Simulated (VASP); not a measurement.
# MnPt: structure and properties in VASP, part 6 of 8

Wanted: the relaxed cell of MnPt and its properties. The start is a cell from a database of measured crystal structures.

VASP 6.6.1, plane waves and PAW; the level of theory is named at each step.

So far. Step 10 (Bands along the symmetry lines (PBEsol + D3(BJ))): There is no gap at this level. Step 11 (Density of states (PBEsol + D3(BJ))): The finer mesh and the other smearing move the Fermi level by -0.03 eV from the 7×7×5 run, a small shift, which tests the Fermi level alone. Of the states within 0.3 eV of the Fermi level, the largest shares in the PAW spheres are Mn d 65 %, Pt d 17 % and Pt p 7 %. The rest lies in smaller channels or between the spheres.

## (12) Zone-centre phonons (PBEsol + D3(BJ))

Level of this step: PBEsol with D3(BJ), spin-polarised from an antiferromagnetic start; plane waves and PAW (Mn_pv, Pt) (VASP).

Zone-centre modes test whether the atoms sit at a minimum within this cell. IBRION = 6 takes the force constants from differences of forces between displaced cells, so the forces must be tight.

The input, INCAR:

```
SYSTEM = MnPt
PREC = Accurate
ENCUT = 400
EDIFF = 1E-08
NELM = 100
ISMEAR = 1
SIGMA = 0.2
LREAL = .FALSE.
ALGO = Normal
GGA = PS
IVDW = 12
NBANDS = 31
ISPIN = 2
MAGMOM = 3.465 -3.465 0 0
LASPH = .TRUE.
LMAXMIX = 4
LORBIT = 11
LWAVE = .FALSE.
LCHARG = .FALSE.
KPAR = 4
IBRION = 6
NFREE = 2
POTIM = 0.015
ISIF = 2
NSW = 1
```

The input, POSCAR:

```
MnPt
1.0
    5.4397418177      0.0000000000      0.0000000000
    2.7198709088      2.7198709088      0.0000000000
    0.0000000000      0.0000000000      3.6539350732
Mn Pt
2 2
Direct
    0.0000000000      0.0000000000      0.0000000000
    0.5000000000      0.0000000000      0.0000000000
    0.0000000000      0.5000000000      0.5000000000
    0.5000000000      0.5000000000      0.5000000000
```

The input, KPOINTS:

```
Automatic mesh
0
Gamma
14 14 11
0 0 0
```

Potentials, in the order of the species: Mn_pv and Pt (PBE family, release 64).

Run with:

```console
mpirun -np 4 vasp_std
```

The program printed:

```text
[... set-up lines as in an earlier step ...]
 entering main loop
       N       E                     dE             d eps       ncg     rms          rms(c)
DAV:   1     0.418373535208E+03    0.41837E+03   -0.21539E+04 28517   0.147E+03
DAV:   2    -0.154623352017E+02   -0.43384E+03   -0.40590E+03 28345   0.427E+02
DAV:   3    -0.381143373284E+02   -0.22652E+02   -0.21430E+02 29811   0.108E+02
DAV:   4    -0.384961458021E+02   -0.38181E+00   -0.38085E+00 29755   0.138E+01
DAV:   5    -0.385028127060E+02   -0.66669E-02   -0.66663E-02 30370   0.196E+00    0.258E+01
DAV:   6    -0.382144535085E+02    0.28836E+00   -0.29851E+01 27922   0.604E+01    0.248E+01
DAV:   7    -0.353513166278E+02    0.28631E+01   -0.21105E+01 31159   0.589E+01    0.122E+01
DAV:   8    -0.349772671143E+02    0.37405E+00   -0.17574E+00 29075   0.137E+01    0.553E+00
DAV:   9    -0.349657960672E+02    0.11471E-01   -0.32235E-01 30357   0.554E+00    0.287E+00
DAV:  10    -0.349556961759E+02    0.10100E-01   -0.68909E-02 30686   0.248E+00    0.151E+00
DAV:  11    -0.349609327264E+02   -0.52366E-02   -0.95058E-03 29024   0.877E-01    0.386E-01
DAV:  12    -0.349614532857E+02   -0.52056E-03   -0.13863E-03 29599   0.387E-01    0.191E-01
DAV:  13    -0.349614381409E+02    0.15145E-04   -0.26701E-04 30833   0.206E-01    0.896E-02
DAV:  14    -0.349614557499E+02   -0.17609E-04   -0.19457E-04 32590   0.148E-01    0.279E-02
DAV:  15    -0.349614538680E+02    0.18819E-05   -0.22213E-05 27534   0.497E-02    0.619E-03
DAV:  16    -0.349614537394E+02    0.12868E-06   -0.11911E-06 30739   0.683E-03    0.295E-03
DAV:  17    -0.349614537824E+02   -0.43050E-07   -0.95470E-08 28487   0.322E-03    0.190E-03
DAV:  18    -0.349614537342E+02    0.48193E-07   -0.29684E-08 25795   0.201E-03    0.723E-04
DAV:  19    -0.349614537176E+02    0.16576E-07   -0.21737E-08 20366   0.109E-03    0.120E-04
DAV:  20    -0.349614537114E+02    0.62200E-08   -0.14459E-09 14379   0.269E-04
   1 F= -.37056987E+02 E0= -.37061361E+02  d E =0.131222E-01  mag=    -0.0000
 Found     4 degrees of freedom:
 Finite differences POTIM= 0.01500 DOF=   4
 bond charge predicted
       N       E                     dE             d eps       ncg     rms          rms(c)
DAV:   1    -0.349406764593E+02    0.20777E-01   -0.12636E+00 62800   0.227E+01    0.786E-01
DAV:   2    -0.349598006170E+02   -0.19124E-01   -0.15324E-01 43227   0.260E+00    0.340E-01
DAV:   3    -0.349607287593E+02   -0.92814E-03   -0.41882E-03 46374   0.629E-01    0.121E-01
DAV:   4    -0.349606901390E+02    0.38620E-04   -0.41600E-04 49339   0.250E-01    0.745E-02
DAV:   5    -0.349606450046E+02    0.45134E-04   -0.94390E-05 52818   0.148E-01    0.423E-02
DAV:   6    -0.349606393364E+02    0.56681E-05   -0.40063E-05 55015   0.951E-02    0.211E-02
DAV:   7    -0.349606379834E+02    0.13530E-05   -0.11155E-05 45482   0.471E-02    0.948E-03
DAV:   8    -0.349606377498E+02    0.23361E-06   -0.12313E-06 45698   0.146E-02    0.280E-03
DAV:   9    -0.349606377463E+02    0.35061E-08   -0.20946E-07 47358   0.317E-03    0.967E-04
DAV:  10    -0.349606377510E+02   -0.47248E-08   -0.16629E-08 29382   0.132E-03
   2 F= -.37056171E+02 E0= -.37060550E+02  d E =0.131363E-01  mag=    -0.0000
[...]
3 F= -.37056171E+02 E0= -.37060550E+02  d E =0.131359E-01  mag=    -0.0000
[...]
4 F= -.37055876E+02 E0= -.37060246E+02  d E =0.131123E-01  mag=    -0.0000
[...]
5 F= -.37055876E+02 E0= -.37060246E+02  d E =0.131123E-01  mag=    -0.0000
[...]
6 F= -.37055345E+02 E0= -.37059718E+02  d E =0.131191E-01  mag=    -0.0000
[...]
7 F= -.37055345E+02 E0= -.37059718E+02  d E =0.131192E-01  mag=    -0.0000
[...]
8 F= -.37055989E+02 E0= -.37060362E+02  d E =0.131178E-01  mag=     0.0000
 Finite differences progress:
  Degree of freedom:   4/  4
  Displacement:        1/  2
  Total:               7/  8
 bond charge predicted
       N       E                     dE             d eps       ncg     rms          rms(c)
DAV:   1    -0.349557530185E+02    0.47034E-02   -0.49014E+00 26861   0.814E+00    0.135E-01
DAV:   2    -0.349612190356E+02   -0.54660E-02   -0.56268E-02 28401   0.144E+00    0.166E-01
DAV:   3    -0.349611405593E+02    0.78476E-04   -0.11693E-03 29885   0.194E-01    0.152E-01
DAV:   4    -0.349609271097E+02    0.21345E-03   -0.60743E-05 30228   0.685E-02    0.136E-01
DAV:   5    -0.349605932180E+02    0.33389E-03   -0.35062E-03 28380   0.292E-01    0.866E-02
DAV:   6    -0.349604936085E+02    0.99609E-04   -0.15483E-04 28429   0.106E-01    0.472E-02
DAV:   7    -0.349604721168E+02    0.21492E-04   -0.22925E-05 29122   0.260E-02    0.305E-02
DAV:   8    -0.349604563871E+02    0.15730E-04   -0.50251E-05 28422   0.324E-02    0.328E-03
DAV:   9    -0.349604564334E+02   -0.46293E-07   -0.12013E-06 32253   0.659E-03    0.114E-03
DAV:  10    -0.349604564309E+02    0.25275E-08   -0.35149E-08 27593   0.178E-03
   9 F= -.37055989E+02 E0= -.37060362E+02  d E =0.131178E-01  mag=     0.0000
 Finite differences progress:
  Degree of freedom:   4/  4
  Displacement:        2/  2
  Total:               8/  8
```

Wall time 9.3 min (4 MPI ranks of Intel Xeon 6975P-C (Granite Rapids), shared host); peak memory 4.1 GiB.

OUTCAR, selected parts (step 12):

```text
   k-points           NKPTS =    216   k-points in BZ     NKDIM =    216   number of bands    NBANDS=     31

   NELECT =      46.0000    total number of electrons

 Edisp (eV)   -2.09553

 E-fermi :  11.1498

 spin component 1
 k-point     1 :       0.0000    0.0000    0.0000
  band No.  band energies     occupation
    ...
     17       9.2935      1.00000
     18       9.4819      1.00000
     19      10.3979      1.00000
     20      10.7320      1.00593
     21      10.7326      1.00599
     22      11.3078      0.01258
     23      12.1786     -0.00000
     24      12.1786     -0.00000
     25      12.3637     -0.00000
     26      12.4600     -0.00000
    ...

 k-point     2 :       0.0714    0.0000    0.0000
  band No.  band energies     occupation
    ...
     18       9.4734      1.00000
     19      10.3359      1.00000
     20      10.5377      1.00007
     21      10.7314      1.00587
     22      10.8401      1.02543
     23      11.8338     -0.00001
     24      12.0799     -0.00000
     25      12.4830     -0.00000
     26      12.5662     -0.00000
     27      12.7792     -0.00000
    ...

 Edisp (eV)   -2.09553

  Total       0.10856     0.10856    -0.03978    -0.00000     0.00000     0.00000
  in kB       3.21743     3.21743    -1.17900    -0.00000     0.00000     0.00000
  external pressure =        1.75 kB  Pullay stress =        0.00 kB

 POSITION                                       TOTAL-FORCE (eV/Angst)
 -----------------------------------------------------------------------------------
      0.00000      0.00000      0.00000        -0.000000      0.000000     -0.066550
      2.71987      0.00000      0.00000        -0.000000      0.000000     -0.066550
      1.35994      1.35994      1.81197        -0.000000      0.000000      0.132996
      4.07981      1.35994      1.82697         0.000000      0.000000      0.000104
 -----------------------------------------------------------------------------------
    total drift:                               -0.000000     -0.000000     -0.000159

  FREE ENERGIE OF THE ION-ELECTRON SYSTEM (eV)
  ---------------------------------------------------
  free  energy   TOTEN  =       -37.0559893937 eV

  energy  without entropy=      -37.0691072386  energy(sigma->0) =      -37.06036201

 Eigenvectors and eigenvalues of the dynamical matrix
 ----------------------------------------------------

   1 f  =    7.115919 THz    44.710636 2PiTHz  237.361501 cm-1    29.429062 meV
             X         Y         Z           dx          dy          dz
      0.000000  0.000000  0.000000    -0.000000   -0.000000   -0.624663
      2.719871  0.000000  0.000000    -0.000000    0.000000   -0.624663
      1.359935  1.359935  1.826968    -0.000000   -0.000000    0.331355
      4.079806  1.359935  1.826968    -0.000000   -0.000000    0.331355

   2 f  =    6.953778 THz    43.691874 2PiTHz  231.953057 cm-1    28.758501 meV
             X         Y         Z           dx          dy          dz
      0.000000  0.000000  0.000000    -0.000000    0.000000    0.707107
      2.719871  0.000000  0.000000     0.000000   -0.000000   -0.707107
      1.359935  1.359935  1.826968    -0.000000    0.000000   -0.000000
      4.079806  1.359935  1.826968     0.000000   -0.000000    0.000000

   3 f  =    6.878482 THz    43.218779 2PiTHz  229.441471 cm-1    28.447104 meV
             X         Y         Z           dx          dy          dz
      0.000000  0.000000  0.000000     0.490249   -0.331571    0.000000
      2.719871  0.000000  0.000000    -0.490249    0.331571   -0.000000
      1.359935  1.359935  1.826968     0.216771   -0.320510    0.000000
      4.079806  1.359935  1.826968    -0.216771    0.320510   -0.000000

   4 f  =    6.878482 THz    43.218779 2PiTHz  229.441471 cm-1    28.447104 meV
             X         Y         Z           dx          dy          dz
      0.000000  0.000000  0.000000     0.331571    0.490249   -0.000000
      2.719871  0.000000  0.000000    -0.331571   -0.490249    0.000000
      1.359935  1.359935  1.826968    -0.320510   -0.216771   -0.000000
      4.079806  1.359935  1.826968     0.320510    0.216771    0.000000

   5 f  =    5.629944 THz    35.373980 2PiTHz  187.794711 cm-1    23.283566 meV
             X         Y         Z           dx          dy          dz
      0.000000  0.000000  0.000000     0.577031   -0.239014   -0.000000
      2.719871  0.000000  0.000000     0.577031   -0.239014    0.000000
      1.359935  1.359935  1.826968    -0.306287    0.126868    0.000000
      4.079806  1.359935  1.826968    -0.306287    0.126868   -0.000000

   6 f  =    5.629944 THz    35.373980 2PiTHz  187.794711 cm-1    23.283566 meV
             X         Y         Z           dx          dy          dz
      0.000000  0.000000  0.000000    -0.239014   -0.577031    0.000000
      2.719871  0.000000  0.000000    -0.239014   -0.577031   -0.000000
      1.359935  1.359935  1.826968     0.126868    0.306287   -0.000000
      4.079806  1.359935  1.826968     0.126868    0.306287    0.000000

   7 f  =    4.699107 THz    29.525358 2PiTHz  156.745328 cm-1    19.433935 meV
             X         Y         Z           dx          dy          dz
      0.000000  0.000000  0.000000     0.216767   -0.320513   -0.000000
      2.719871  0.000000  0.000000    -0.216767    0.320513    0.000000
      1.359935  1.359935  1.826968    -0.490253    0.331565   -0.000000
      4.079806  1.359935  1.826968     0.490253   -0.331565    0.000000

   8 f  =    4.699107 THz    29.525358 2PiTHz  156.745328 cm-1    19.433935 meV
             X         Y         Z           dx          dy          dz
      0.000000  0.000000  0.000000    -0.320513   -0.216767   -0.000000
      2.719871  0.000000  0.000000     0.320513    0.216767    0.000000
      1.359935  1.359935  1.826968    -0.331565   -0.490253   -0.000000
      4.079806  1.359935  1.826968     0.331565    0.490253    0.000000

   9 f  =    3.332991 THz    20.941800 2PiTHz  111.176613 cm-1    13.784137 meV
             X         Y         Z           dx          dy          dz
      0.000000  0.000000  0.000000    -0.000000   -0.000000   -0.000000
      2.719871  0.000000  0.000000    -0.000000    0.000000   -0.000000
      1.359935  1.359935  1.826968    -0.000000    0.000000    0.707107
      4.079806  1.359935  1.826968     0.000000    0.000000   -0.707107

  10 f/i=    0.000530 THz     0.003331 2PiTHz    0.017683 cm-1     0.002192 meV
             X         Y         Z           dx          dy          dz
      0.000000  0.000000  0.000000    -0.096449   -0.317183   -0.000000
      2.719871  0.000000  0.000000    -0.096449   -0.317183   -0.000000
      1.359935  1.359935  1.826968    -0.181705   -0.597559   -0.000000
      4.079806  1.359935  1.826968    -0.181705   -0.597559   -0.000000

  11 f/i=    0.000530 THz     0.003331 2PiTHz    0.017683 cm-1     0.002192 meV
             X         Y         Z           dx          dy          dz
      0.000000  0.000000  0.000000    -0.317183    0.096449    0.000000
      2.719871  0.000000  0.000000    -0.317183    0.096449    0.000000
      1.359935  1.359935  1.826968    -0.597559    0.181705    0.000000
      4.079806  1.359935  1.826968    -0.597559    0.181705    0.000000

  12 f/i=    0.001239 THz     0.007788 2PiTHz    0.041344 cm-1     0.005126 meV
             X         Y         Z           dx          dy          dz
      0.000000  0.000000  0.000000    -0.000000    0.000000   -0.331355
      2.719871  0.000000  0.000000    -0.000000    0.000000   -0.331355
      1.359935  1.359935  1.826968    -0.000000    0.000000   -0.624663
      4.079806  1.359935  1.826968    -0.000000    0.000000   -0.624663

 ELASTIC MODULI CONTR FROM IONIC RELAXATION (kBar)
 Direction    XX          YY          ZZ          XY          YZ          ZX
 --------------------------------------------------------------------------------
 XX           0.0000      0.0000      0.0000      0.0000      0.0000      0.0000
 YY           0.0000      0.0000      0.0000      0.0000      0.0000      0.0000
 ZZ           0.0000      0.0000      0.0000      0.0000      0.0000      0.0000
 XY           0.0000      0.0000      0.0000      0.0000      0.0000      0.0000
 YZ           0.0000      0.0000      0.0000      0.0000      0.0000      0.0000
 ZX           0.0000      0.0000      0.0000      0.0000      0.0000      0.0000
 --------------------------------------------------------------------------------

 magnetization (x)
# of ion       s       p       d       tot
------------------------------------------
    1        0.027   0.055   3.390   3.473
    2       -0.027  -0.055  -3.390  -3.473
    3        0.000   0.000   0.000   0.000
    4        0.000   0.000   0.000   0.000
--------------------------------------------------
tot          0.000   0.000   0.000   0.000

[... 6 parts as in an earlier step ...]

[... 15 further parts left out ...]
```

The last energy, forces, stress and levels in OUTCAR belong to the last displaced cell, not to the cell of POSCAR.

This step gave:

| Quantity | Value |
| --- | --- |
| bands | 31 |
| irreducible k-points | 216 |
| pressure of the cell | 0.1647 GPa |
| largest force of the cell | 0 eV/Å |

The modes at Γ (shares of kinetic energy by element, %):

```csv
mode,frequency (cm⁻¹),Mn %,Pt %
1,0.0,22,78
2,0.0,22,78
3,0.0,22,78
4,111.2,0,100
5,156.7,30,70
6,156.7,30,70
7,187.8,78,22
8,187.8,78,22
9,229.4,70,30
10,229.4,70,30
11,232.0,100,0
12,237.4,78,22
```

Displacements in mode 4 (111.2 cm⁻¹), the largest set to 1:
```
Mn1  0.00  0.00  0.00
Mn2  0.00  0.00  0.00
Pt3  0.00  0.00  1.00
Pt4  0.00  0.00 -1.00
```

Displacements in mode 12 (237.4 cm⁻¹), the largest set to 1:
```
Mn1  0.00  0.00 -1.00
Mn2  0.00  0.00 -1.00
Pt3  0.00  0.00  0.28
Pt4  0.00  0.00  0.28
```

The three acoustic modes come out at zero, and all others are real.

## (13) Volume scan with PBEsol + D3(BJ)

An equation of state needs energies on both sides of the minimum, all on one mesh and cutoff.

Changes to INCAR since step 12:

```diff
@@ -3,3 +3,3 @@
 ENCUT = 400
-EDIFF = 1E-08
+EDIFF = 1E-06
 NELM = 100
@@ -20,6 +20,2 @@
 KPAR = 4
-IBRION = 6
-NFREE = 2
-POTIM = 0.015
 ISIF = 2
-NSW = 1
```

The input, POSCAR:

```
MnPt
1.0
    5.3286955196      0.0000000000      0.0000000000
    2.6643477598      2.6643477598      0.0000000000
    0.0000000000      0.0000000000      3.5793440399
Mn Pt
2 2
Direct
    0.0000000000      0.0000000000      0.0000000000
    0.5000000000      0.0000000000      0.0000000000
    0.0000000000      0.5000000000      0.5000000000
    0.5000000000      0.5000000000      0.5000000000
```

The input, KPOINTS:

```
Automatic mesh
0
Gamma
7 7 5
0 0 0
```

Run with:

```console
mpirun -np 4 vasp_std
```

The program printed:

```text
[... set-up lines as in an earlier step ...]
 entering main loop
       N       E                     dE             d eps       ncg     rms          rms(c)
DAV:   1     0.424382515845E+03    0.42438E+03   -0.21445E+04  3936   0.150E+03
DAV:   2    -0.156084136506E+02   -0.43999E+03   -0.41078E+03  3944   0.432E+02
DAV:   3    -0.377427107028E+02   -0.22134E+02   -0.21270E+02  4035   0.109E+02
DAV:   4    -0.380791342992E+02   -0.33642E+00   -0.33469E+00  4217   0.134E+01
DAV:   5    -0.380856681978E+02   -0.65339E-02   -0.65336E-02  4169   0.195E+00    0.291E+01
DAV:   6    -0.374384352248E+02    0.64723E+00   -0.25400E+01  3806   0.569E+01    0.223E+01
DAV:   7    -0.352463402895E+02    0.21921E+01   -0.18123E+01  4248   0.568E+01    0.135E+01
DAV:   8    -0.346058875740E+02    0.64045E+00   -0.17945E+00  4051   0.148E+01    0.566E+00
DAV:   9    -0.346388435313E+02   -0.32956E-01   -0.31902E-01  4152   0.501E+00    0.325E+00
DAV:  10    -0.346378751470E+02    0.96838E-03   -0.75767E-02  4332   0.263E+00    0.182E+00
DAV:  11    -0.346408497920E+02   -0.29746E-02   -0.11808E-02  3958   0.948E-01    0.431E-01
DAV:  12    -0.346412206772E+02   -0.37089E-03   -0.15768E-03  4091   0.351E-01    0.211E-01
DAV:  13    -0.346411922667E+02    0.28411E-04   -0.30389E-04  4247   0.211E-01    0.104E-01
DAV:  14    -0.346411974743E+02   -0.52076E-05   -0.16430E-04  4487   0.146E-01    0.229E-02
DAV:  15    -0.346412015981E+02   -0.41238E-05   -0.20864E-05  4098   0.342E-02    0.609E-03
DAV:  16    -0.346412014841E+02    0.11408E-06   -0.44929E-07  2147   0.627E-03
   1 F= -.36871666E+02 E0= -.36875474E+02  d E =0.114245E-01  mag=    -0.0000
```

It took 14 s on 4 MPI ranks; peak memory 0.85 GiB; 53 s of CPU time.

Parts of OUTCAR (step 13):

```text
   ENCUT  =  400.0 eV  29.40 Ry    5.42 a.u.   8.69  6.14  5.84*2*pi/ulx,y,z

   NELECT =      46.0000    total number of electrons

 E-fermi :  12.1496

 spin component 1
 k-point     1 :       0.0000    0.0000    0.0000
  band No.  band energies     occupation
    ...
     17      10.2553      1.00000
     18      10.5991      1.00000
     19      11.5338      1.00006
     20      11.9515      1.02413
     21      11.9515      1.02413
     22      12.4274     -0.03217
     23      13.2399     -0.00000
     24      13.2399     -0.00000
     25      13.4080     -0.00000
     26      13.5351     -0.00000
    ...

 k-point     2 :       0.1429    0.0000    0.0000
  band No.  band energies     occupation
    ...
     19      11.0554      1.00000
     20      11.2023      1.00000
     21      11.2705      1.00000
     22      11.9502      1.02485
     23      12.1206      0.62142
     24      12.9769     -0.00000
     25      13.4398     -0.00000
     26      13.4854     -0.00000
     27      13.5403     -0.00000
     28      14.2496     -0.00000
    ...

 Edisp (eV)   -2.23046

  Total       5.02011     5.02011     5.48400     0.00000     0.00000     0.00000
  in kB     158.27353   158.27353   172.89914     0.00000     0.00000     0.00000
  external pressure =      163.15 kB  Pullay stress =        0.00 kB

 POSITION                                       TOTAL-FORCE (eV/Angst)
 -----------------------------------------------------------------------------------
      0.00000      0.00000      0.00000        -0.000000     -0.000000      0.000000
      2.66435      0.00000      0.00000         0.000000     -0.000000     -0.000000
      1.33217      1.33217      1.78967         0.000000      0.000000     -0.000000
      3.99652      1.33217      1.78967        -0.000000     -0.000000      0.000000
 -----------------------------------------------------------------------------------
    total drift:                                0.000000      0.000000     -0.000000

  FREE ENERGIE OF THE ION-ELECTRON SYSTEM (eV)
  ---------------------------------------------------
  free  energy   TOTEN  =       -36.8716661403 eV

  energy  without entropy=      -36.8830906527  energy(sigma->0) =      -36.87547431

 magnetization (x)
# of ion       s       p       d       tot
------------------------------------------
    1        0.026   0.057   3.217   3.299
    2       -0.026  -0.057  -3.217  -3.299
    3        0.000   0.000   0.000   0.000
    4        0.000   0.000   0.000   0.000
--------------------------------------------------
tot          0.000   0.000   0.000   0.000

[... 4 parts as in an earlier step ...]

[... 12 further parts left out ...]
```

The scan keeps the cell's shape and the fractional positions fixed.

Numbers from this step:

```
irreducible k-points    : 30
free energy (TOTEN)     : -36.87 eV
energy at zero smearing : -36.88 eV
Fermi energy            : 12.15 eV
pressure                : 16.31 GPa
```

Spin moment in the PAW sphere by atom:

```csv
atom,spin moment in the PAW sphere (μB)
Mn1,3.30
Mn2,-3.30
Pt3,0.00
Pt4,0.00
```

The pressure here is 16.31 GPa.

[end of part 6 of 8]

[Lines on the potential files, build, host, timing and source positions are cut from VASP's logs without a mark.]

[Logs are printed without paths, hosts, clocks, repeated set-up lines and the standing remarks that a program may print on its own settings, such as how far it seeks lower states.]

[Hosts, paths, dates, database ids (printed as entryN), source tags and the programs' standing remarks are cut or masked in the printed files.]

[A measured line is paired with the nearest computed mode of its activity, which favours agreement.]
